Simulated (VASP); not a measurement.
# TaF3 (Pm-3m) in VASP: notebook

Runs on TaF3. Level: r2SCAN. Tasks: single point.

Program: VASP 6.6.1. These are calculated values, not measurements. Logs are shortened: lines on timing, memory, paths and dates and some standing lists are left out, and cuts for length are marked.

## 1. The structure

It takes space group Pm-3m (No. 221, cubic). The conventional cell has a = 3.901 Å, b = 3.901 Å, c = 3.901 Å, α = 90.00°, β = 90.00°, γ = 90.00°. Ta (site symmetry m-3m) has 6 F at 1.95 Å as nearest neighbours. Around F (site symmetry 4/mmm) lie 2 Ta at 1.95 Å.

## 2. Single point, r2SCAN

File POSCAR:

```
TaF3
1.0
    3.9012000000      0.0000000000      0.0000000000
    0.0000000000      3.9012000000      0.0000000000
    0.0000000000      0.0000000000      3.9012000000
Ta F
1 3
Direct
    0.0000000000      0.0000000000      0.0000000000
    0.5000000000      0.0000000000      0.0000000000
    0.0000000000      0.5000000000      0.0000000000
    0.0000000000      0.0000000000      0.5000000000
```

File INCAR.step1:

```
ALGO = Normal
EDIFF = 1E-4
ENCUT = 520
GGA = PE
ISMEAR = -1
LASPH = T
LCHARG = F
LREAL = F
LWAVE = T
NBANDS = 24
NELM = 100
PREC = Accurate
SIGMA = 0.1
```

File INCAR.step2:

```
ALGO = Normal
EDIFF = 1E-6
ENCUT = 520
ISIF = 2
ISMEAR = -1
ISTART = 1
LASPH = T
LCHARG = F
LMIXTAU = T
LREAL = F
LWAVE = F
METAGGA = R2SCAN
NBANDS = 24
NELM = 100
PREC = Accurate
SIGMA = 0.1
```

File KPOINTS:

```
k-points
0
Gamma
  6 6 6
```

Potentials or basis: VASP PAW PBE potentials, release 64 (Ta_pv, F).

Command:

```console
$ cat potpaw_PBE.64/Ta_pv/POTCAR potpaw_PBE.64/F/POTCAR > POTCAR
$ cp INCAR.step1 INCAR
$ mpirun -np 1 vasp_std > vasp.out
$ cp INCAR.step2 INCAR
$ mpirun -np 1 vasp_std > vasp.out
```

OUTCAR:

```text
EDIFF = 1E-6
   ENCUT = 520
   ISIF = 2
   ISMEAR = -1
   ISTART = 1
   LASPH = T
   LREAL = F
   METAGGA = R2SCAN
   NELM = 100
   PREC = Accurate

 ion  position               nearest neighbor table
   1  0.000  0.000  0.000-   2 1.95   3 1.95   4 1.95   4 1.95   3 1.95   2 1.95
   2  0.500  0.000  0.000-   1 1.95   1 1.95
   3  0.000  0.500  0.000-   1 1.95   1 1.95
   4  0.000  0.000  0.500-   1 1.95   1 1.95

  LATTYP: Found a simple cubic cell.
 ALAT       =     3.9012000000

  Lattice vectors:

 A1 = (   3.9012000000,   0.0000000000,   0.0000000000)
 A2 = (   0.0000000000,   3.9012000000,   0.0000000000)
 A3 = (   0.0000000000,   0.0000000000,   3.9012000000)

Analysis of symmetry for initial positions (statically):
=====================================================================
 Subroutine PRICEL returns:
 Original cell was already a primitive cell.

 Routine SETGRP: Setting up the symmetry group for a
 simple cubic supercell.

 Subroutine GETGRP returns: Found 48 space group operations
 (whereof 48 operations were pure point group operations)
 out of a pool of 48 trial point group operations.

The static configuration has the point symmetry O_h .

Analysis of symmetry for dynamics (positions and initial velocities):
=====================================================================
 Subroutine PRICEL returns:
 Original cell was already a primitive cell.

 Routine SETGRP: Setting up the symmetry group for a
 simple cubic supercell.

 Subroutine GETGRP returns: Found 48 space group operations
 (whereof 48 operations were pure point group operations)
 out of a pool of 48 trial point group operations.

The dynamic configuration has the point symmetry O_h .

 Subroutine INISYM returns: Found 48 space group operations
 (whereof 48 operations are pure point group operations),
 and found     1 'primitive' translations

----------------------------------------------------------------------------------------

                                     Primitive cell

  volume of cell :      59.3738

  direct lattice vectors                    reciprocal lattice vectors
     3.901200000  0.000000000  0.000000000     0.256331385  0.000000000  0.000000000
     0.000000000  3.901200000  0.000000000     0.000000000  0.256331385  0.000000000
     0.000000000  0.000000000  3.901200000     0.000000000  0.000000000  0.256331385

  length of vectors
     3.901200000  3.901200000  3.901200000     0.256331385  0.256331385  0.256331385

  position of ions in fractional coordinates (direct lattice)
     0.000000000  0.000000000  0.000000000
     0.500000000  0.000000000  0.000000000
     0.000000000  0.500000000  0.000000000
     0.000000000  0.000000000  0.500000000

  ion indices of the primitive-cell ions
   primitive index   ion index
                 1           1
                 2           2
                 3           3
                 4           4

----------------------------------------------------------------------------------------

 KPOINTS: k-points

Automatic generation of k-mesh.
 Grid dimensions read from file:
 generate k-points for:    6    6    6

 Generating k-lattice:

  Cartesian coordinates                     Fractional coordinates (reciprocal lattice)
     0.042721898  0.000000000  0.000000000     0.166666667  0.000000000  0.000000000
     0.000000000  0.042721898  0.000000000     0.000000000  0.166666667  0.000000000
     0.000000000  0.000000000  0.042721898     0.000000000  0.000000000  0.166666667

  Length of vectors
     0.042721898  0.042721898  0.042721898

  Shift w.r.t. Gamma in fractional coordinates (k-lattice)
     0.000000000  0.000000000  0.000000000

 Subroutine IBZKPT returns following result:
 ===========================================

 Found     20 irreducible k-points:

 Following reciprocal coordinates:
            Coordinates               Weight
  0.000000  0.000000  0.000000      1.000000
  0.166667  0.000000  0.000000      6.000000
  0.333333  0.000000  0.000000      6.000000
  0.500000  0.000000  0.000000      3.000000
  0.166667  0.166667  0.000000     12.000000
  0.333333  0.166667  0.000000     24.000000
[... 12 lines left out ...]
  0.500000  0.500000  0.333333      6.000000
  0.500000  0.500000  0.500000      1.000000
   k-points           NKPTS =     20   k-points in BZ     NKDIM =     20   number of bands    NBANDS=     24
   number of dos      NEDOS =    301   number of ions     NIONS =      4
   total plane-waves  NPLWV =  27000
   dimension x,y,z NGX =    30 NGY =   30 NGZ =   30
   dimension x,y,z NGXF=    60 NGYF=   60 NGZF=   60
   ions per type =               1   3
   NGX,Y,Z   is equivalent  to a cutoff of  12.78, 12.78, 12.78 a.u.
   NGXF,Y,Z  is equivalent  to a cutoff of  25.57, 25.57, 25.57 a.u.
 SYSTEM =  unknown system
   PREC   = accura    normal or accurate (medium, high low for compatibility)
   ISTART =      1    job   : 0-new  1-cont  2-samecut
   ICHARG =      0    charge: 1-file 2-atom 10-const
   ISPIN  =      1    spin polarized calculation?
   LNONCOLLINEAR =      F non collinear calculations
   LSORBIT =      F    spin-orbit coupling
   LASPH  =      T    aspherical Exc in radial PAW
   ENCUT  =  520.0 eV  38.22 Ry    6.18 a.u.   7.25  7.25  7.25*2*pi/ulx,y,z
   NELM   =    100;   NELMIN=  2; NELMDL=  0     # of ELM steps
   EDIFF  = 0.1E-05   stopping-criterion for ELM
   LREAL  =      F    real-space projection
   EDIFFG = 0.1E-04   stopping-criterion for IOM
   NSW    =      0    number of steps for IOM
   IBRION =     -1    ionic relax: 0-MD 1-quasi-New 2-CG
   NFREE  =      0    steps in history (QN), initial steepest desc. (CG)
   ISIF   =      2    stress and relaxation
   ISYM   =      2    0-nonsym 1-usesym 2-fastsym
   POTIM  = 0.5000    time-step for ionic-motion
   TEBEG  =    0.0;   TEEND  =   0.0 temperature during run
   PSTRESS=    0.0 pullay stress
   NELECT =      32.0000    total number of electrons
   NUPDOWN=      -1.0000    fix difference up-down
   EMIN   =  10.00;   EMAX   =-10.00  energy-range for DOS
   EFERMI =   0.00;   METHOD = LEGACY
   ISMEAR =    -1;   SIGMA  =   0.10  broadening in eV -4-tet -1-fermi 0-gaus
   EFERMI_NEDOS =   21; number of points for ismear=-14 and -15
   IALGO  =     38    algorithm
   IMIX   =      4    mixing-type and parameters
     AMIX     =   0.40;   BMIX     =  1.00
     AMIX_MAG =   1.60;   BMIX_MAG =  1.00
  volume/ion in A,a.u.               =      14.84       100.17
  Fermi-wavevector in a.u.,A,eV,Ry     =   1.332273  2.517631 24.149685  1.774952
  Thomas-Fermi vector in A             =   2.461221
   LORBIT       =      0    0 simple, 1 ext, 2 COOP (PROOUT), +10 PAW based schemes
   METAGGA = R2SCAN    functional components
   LHFCALC =     F    Hartree Fock is set to
   AEXX    =    0.0000 exact exchange contribution
   IVDW    =     0    specifies the selected vdW correction
   LEPSILON=     F    determine dielectric tensor
   LRPA    =     F    only Hartree local field effects (RPA)
 non-spin polarized calculation
  energy-cutoff  :      520.00
  volume of cell :       59.37
 maximum number of plane-waves:      1628
 NGX is ok and might be reduce to    30
   NGX = 15   NGY = 15   NGZ = 15

 number of electron      32.0000001 magnetization

 Free energy of the ion-electron system (eV)
  ---------------------------------------------------
  ext. energy  EPLUGINS =         0.00000000
  ---------------------------------------------------
  free energy    TOTEN  =       -67.55521189 eV

  energy without entropy =      -67.46974558  energy(sigma->0) =      -67.51247873

 E-fermi :   4.9691     XC(G=0):  -9.6453

 val. band max:        4.9521183939   @ k =   0.3333   0.3333   0.0000
 cond. band min:       4.9888128283   @ k =   0.3333   0.3333   0.0000
 fundamental gap:      0.0366944344
 Fermi energy:         4.9690768523

 k-point     1 :       0.0000    0.0000    0.0000
  band No.  band energies     occupation
      1     -33.4801      2.00000
      2     -33.4801      2.00000
      3     -33.4801      2.00000
      4     -25.8685      2.00000
      5     -25.5676      2.00000
      6     -25.5676      2.00000
[... 16 lines left out ...]
     23      13.6999      0.00000
     24      14.0103      0.00000

 k-point     2 :       0.1667    0.0000    0.0000
  band No.  band energies     occupation
      1     -33.5957      2.00000
      2     -33.4786      2.00000
      3     -33.4786      2.00000
      4     -25.8003      2.00000
      5     -25.5670      2.00000
      6     -25.3205      2.00000
[... 16 lines left out ...]
     23      13.9465      0.00000
     24      14.0331      0.00000

 k-point     3 :       0.3333    0.0000    0.0000
  band No.  band energies     occupation
      1     -33.8099      2.00000
      2     -33.4755      2.00000
      3     -33.4755      2.00000
      4     -25.7675      2.00000
      5     -25.5636      2.00000
      6     -24.7094      2.00000
[... 16 lines left out ...]
     23      14.0507      0.00000
     24      14.5053      0.00000

 k-point     4 :       0.5000    0.0000    0.0000
  band No.  band energies     occupation
      1     -33.9098      2.00000
      2     -33.4741      2.00000
      3     -33.4741      2.00000
      4     -25.7612      2.00000
      5     -25.5621      2.00000
      6     -24.3841      2.00000
[... 16 lines left out ...]
     23      14.0530      0.00000
     24      14.8281      0.00000

 k-point     5 :       0.1667    0.1667    0.0000
  band No.  band energies     occupation
      1     -33.5950      2.00000
      2     -33.5933      2.00000
      3     -33.4771      2.00000
      4     -25.7173      2.00000
      5     -25.3767      2.00000
      6     -25.2770      2.00000
[... 343 lines left out ...]
 k-point    18 :       0.5000    0.3333    0.3333
  band No.  band energies     occupation
      1     -33.8995      2.00000
      2     -33.7990      2.00000
      3     -33.7975      2.00000
      4     -24.7309      2.00000
      5     -24.6776      2.00000
      6     -24.3754      2.00000
[... 16 lines left out ...]
     23      12.3927      0.00000
     24      13.3913      0.00000

 k-point    19 :       0.5000    0.5000    0.3333
  band No.  band energies     occupation
      1     -33.8979      2.00000
      2     -33.8979      2.00000
      3     -33.7967      2.00000
      4     -24.7028      2.00000
      5     -24.3741      2.00000
      6     -24.3741      2.00000
[... 16 lines left out ...]
     23      12.7240      0.00000
     24      13.2616      0.00000

 k-point    20 :       0.5000    0.5000    0.5000
  band No.  band energies     occupation
      1     -33.8961      2.00000
      2     -33.8961      2.00000
      3     -33.8961      2.00000
      4     -24.3722      2.00000
      5     -24.3722      2.00000
      6     -24.3722      2.00000
[... 16 lines left out ...]
     23      13.1051      0.00000
     24      13.1051      0.00000

------------------------ aborting loop because EDIFF is reached ----------------------------------------

  FORCE on cell =-STRESS in cart. coord.  units (eV):
  Direction    XX          YY          ZZ          XY          YZ          ZX
  --------------------------------------------------------------------------------------
  -------------------------------------------------------------------------------------
  Total        8.5911741      8.5911741      8.5911741      0.0000000      0.0000000      0.0000000
  in kB      231.8293698    231.8293698    231.8293698      0.0000000      0.0000000      0.0000000
  external PRESSURE =     231.8293698 kB  Pullay stress =       0.0000000 kB

 VOLUME and BASIS-vectors are now :
 -----------------------------------------------------------------------------
  energy-cutoff  :      520.00
  volume of cell :       59.37
      direct lattice vectors                 reciprocal lattice vectors
     3.901200000  0.000000000  0.000000000     0.256331385  0.000000000  0.000000000
     0.000000000  3.901200000  0.000000000     0.000000000  0.256331385  0.000000000
     0.000000000  0.000000000  3.901200000     0.000000000  0.000000000  0.256331385

 POSITION                                       TOTAL-FORCE (eV/Angst)
 -----------------------------------------------------------------------------------
      0.00000      0.00000      0.00000         0.000000      0.000000      0.000000
      1.95060      0.00000      0.00000         0.000000      0.000000      0.000000
      0.00000      1.95060      0.00000         0.000000      0.000000      0.000000
      0.00000      0.00000      1.95060         0.000000      0.000000      0.000000
 -----------------------------------------------------------------------------------
    total drift:                                0.000000      0.000000      0.000000

  FREE ENERGIE OF THE ION-ELECTRON SYSTEM (eV)
  ---------------------------------------------------
  free  energy   TOTEN  =       -67.5552118858 eV

  energy  without entropy=      -67.4697455790  energy(sigma->0) =      -67.51247873
```

Run time: 91 s. Hardware: 1 thread of Intel Xeon 6975P-C (Granite Rapids), shared host; peak memory 0.18 GiB.

Results:

```
Free energy            : -67.5552 eV
Pressure               : 23.2 GPa
Band gap on the k mesh : none (metal or under the smearing width)
```

Levels at points of the mesh, in eV from the Fermi level:
| k point | band 13 | band 14 | band 15 | band 16 | band 17 | band 18 | band 19 | band 20 |
| --- | --- | --- | --- | --- | --- | --- | --- | --- |
| (0.00, 0.00, 0.00) | -9.82 | -9.82 | -9.82 | -1.27 | -1.27 | -1.27 | -0.54 | 2.80 |
| (0.50, 0.00, 0.00) | -10.01 | -9.83 | -9.83 | -1.18 | 0.34 | 0.34 | 2.21 | 2.49 |
| (0.50, 0.50, 0.00) | -10.25 | -10.25 | -9.21 | 0.44 | 0.44 | 1.46 | 3.58 | 4.51 |
| (0.50, 0.50, 0.50) | -9.20 | -9.20 | -9.20 | 1.76 | 1.76 | 1.76 | 3.36 | 7.77 |

Caveat: so large a pressure means that the cell lies far from this level's equilibrium, or that cutoff or potentials fall short; the potentials were made for another functional, which shifts forces and pressure.

## 3. Single point, r2SCAN

POSCAR is that of step 2.

File INCAR.step1:

```
ALGO = Normal
EDIFF = 1E-4
ENCUT = 520
GGA = PE
ISMEAR = -1
LASPH = True
LCHARG = False
LREAL = False
LWAVE = True
NBANDS = 24
NELM = 80
PREC = Accurate
SIGMA = 0.1
```

File INCAR.step2:

```
ALGO = Normal
EDIFF = 1E-6
ENCUT = 520
ISIF = 2
ISMEAR = -1
ISTART = 1
LASPH = True
LCHARG = False
LMIXTAU = True
LREAL = False
LWAVE = False
METAGGA = R2SCAN
NBANDS = 24
NELM = 80
PREC = Accurate
SIGMA = 0.1
```

File KPOINTS:

```
k-points
0
Gamma
  5 5 5
```

Potentials or basis: VASP PAW PBE potentials, release 64 (Ta_pv, F).

Command:

```console
$ cat potpaw_PBE.64/Ta_pv/POTCAR potpaw_PBE.64/F/POTCAR > POTCAR
$ cp INCAR.step1 INCAR
$ mpirun -np 1 vasp_std > vasp.out
$ cp INCAR.step2 INCAR
$ mpirun -np 1 vasp_std > vasp.out
```

It took 41 s on 1 thread of Intel Xeon 6975P-C (Granite Rapids), shared host; peak memory 0.17 GiB.

It converged, with:

* Free energy: -67.5627 eV
* Pressure: 23.3 GPa
* Band gap on the k mesh: none (metal or under the smearing width)

Levels at points of the mesh, in eV from the Fermi level:
```
           k point  band 14  band 15  band 16  band 17  band 18  band 19
(0.00, 0.00, 0.00)    -9.77    -9.77    -1.19    -1.19    -1.19    -0.48
```

Caveat: so large a pressure means that the cell lies far from this level's equilibrium, or that cutoff or potentials fall short; the potentials were made for another functional, which shifts forces and pressure.

## 4. Single point, r2SCAN

POSCAR is that of step 3.

File INCAR.step1:

```
PREC = Accurate
ENCUT = 520
ISMEAR = -1
SIGMA = 0.1
LREAL = False
LASPH = True
NELM = 100
NBANDS = 24
GGA = PE
ALGO = Normal
EDIFF = 1E-4
LWAVE = True
LCHARG = False
```

File INCAR.step2:

```
PREC = Accurate
ENCUT = 520
EDIFF = 1E-6
ISMEAR = -1
SIGMA = 0.1
LREAL = False
LASPH = True
NELM = 100
ALGO = Normal
ISIF = 2
LWAVE = False
LCHARG = False
METAGGA = R2SCAN
LMIXTAU = True
NBANDS = 24
ISTART = 1
```

File KPOINTS:

```
regular mesh
0
Gamma
  7 7 7
```

Command:

```console
$ cat potpaw_PBE.64/Ta_pv/POTCAR potpaw_PBE.64/F/POTCAR > POTCAR
$ cp INCAR.step1 INCAR
$ mpirun -np 1 vasp_std > vasp.out
$ cp INCAR.step2 INCAR
$ mpirun -np 1 vasp_std > vasp.out
```

It took 67 s on 1 thread of Intel Xeon 6975P-C (Granite Rapids), shared host; peak memory 0.18 GiB.

It converged, with:

```
Free energy            : -67.5433 eV
Pressure               : 23.3 GPa
Band gap on the k mesh : none (metal or under the smearing width)
```

Levels at points of the mesh, in eV from the Fermi level:
```tsv
k point	band 13	band 14	band 15	band 16	band 17	band 18	band 19	band 20
(0.00, 0.00, 0.00)	-9.78	-9.78	-9.78	-1.23	-1.23	-1.23	-0.50	2.85
```

Caveat: so large a pressure means that the cell lies far from this level's equilibrium, or that cutoff or potentials fall short; the potentials were made for another functional, which shifts forces and pressure. Spin-orbit coupling is left out, which matters for the levels of Ta.

## 5. The runs side by side

```csv
k mesh,gap on the mesh (eV),pressure (GPa)
6 × 6 × 6,none,23.2
5 × 5 × 5,none,23.3
7 × 7 × 7,none,23.3
```

Alike in all rows: task single point; level r2SCAN; potentials or basis VASP PAW PBE potentials, release 64 (Ta_pv, F); no spin polarisation; cell as given; cutoff (eV) 520; smearing fermi-dirac 0.1 eV.

Every run on the cell as given and a fine mesh finds a metal.

Caveats: so large a pressure means that the cell lies far from this level's equilibrium, or that cutoff or potentials fall short; the potentials were made for another functional, which shifts forces and pressure.

Absolute energies hang on the potentials; compare differences alone.
